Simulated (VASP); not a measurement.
Write the native input for VASP 6.6.1 that does the following.

```yaml
Task: relaxation of cell and atoms
Functional: PBE
Potentials_or_basis: VASP PAW PBE potentials, release 64 (Sb, W_sv)
Cutoff: 600 eV
k_mesh: 7 × 7 × 7
Occupations: fermi-dirac, width 0.05 eV
Spin: no spin polarisation
Target_pressure: 20 GPa
Further_INCAR_settings: ALGO = Normal; EDIFF = 1e-07; IBRION = 2; EDIFFG = -0.02; NSW = 60; ISIF = 3
Target_pressure: 20 GPa
```

The structure of SbW2 lies in POSCAR:

```
SbW2
1.0
    0.0000000000      3.1330100000      3.1330100000
    3.1330100000      0.0000000000      3.1330100000
    3.1330100000      3.1330100000      0.0000000000
Sb W
1 2
Direct
    0.5000000000      0.5000000000      0.5000000000
    0.2500000000      0.2500000000      0.2500000000
    0.7500000000      0.7500000000      0.7500000000
```

The cell was built by a generator and needn't be a form met in nature.

The input as run:

INCAR

```
SYSTEM = SbW2
ALGO     = Normal         ! electronic algorithm
EDIFF    = 1E-7           ! SCF threshold, eV
EDIFFG   = -0.02          ! ionic threshold
ENCUT    = 600            ! plane-wave cutoff, eV
GGA      = PE             ! functional
IBRION   = 2              ! ionic algorithm
ISIF     = 3              ! what is computed and relaxed
ISMEAR   = -1             ! smearing method
LASPH    = .TRUE.         ! aspherical terms in the spheres
LCHARG   = .FALSE.        ! write CHGCAR
LREAL    = .FALSE.        ! projectors in reciprocal space
LWAVE    = .FALSE.        ! write WAVECAR
NELM     = 60             ! most SCF steps
NSW      = 60             ! ionic steps
PREC     = Accurate       ! precision mode
PSTRESS  = 200          
SIGMA    = 0.05           ! smearing width, eV
```

KPOINTS

```
k-points
0
G
  7 7 7
  0 0 0
```

Potentials or basis: VASP PAW PBE potentials, release 64 (Sb, W_sv).

The run is started by

```bash
$ cat potpaw_PBE.64/Sb/POTCAR potpaw_PBE.64/W_sv/POTCAR > POTCAR
$ mpirun -np 1 vasp_std > vasp.out
```

It gave:

| Property | Result |
| --- | --- |
| Relaxed volume | 18.68 Å³/atom |
| Relaxed cell | a = 4.296 Å, b = 4.296 Å, c = 4.296 Å, α = 60.00°, β = 60.00°, γ = 60.00° |
| Space group after relaxing (to 0.05 Å) | Fm-3m (No. 225) |
| Energy change on relaxing (the enthalpy is what falls) | +105.7 meV/atom |
| Ionic steps | 5 |
| Pressure after relaxing | 20.0 GPa |

Caveat: the cell is relaxed towards a set pressure, so the enthalpy falls and the energy may rise.

It took 78 s on 1 thread of Intel(R) Xeon(R) 6975P-C (Granite Rapids), on a shared host, peak memory 0.22 GiB.
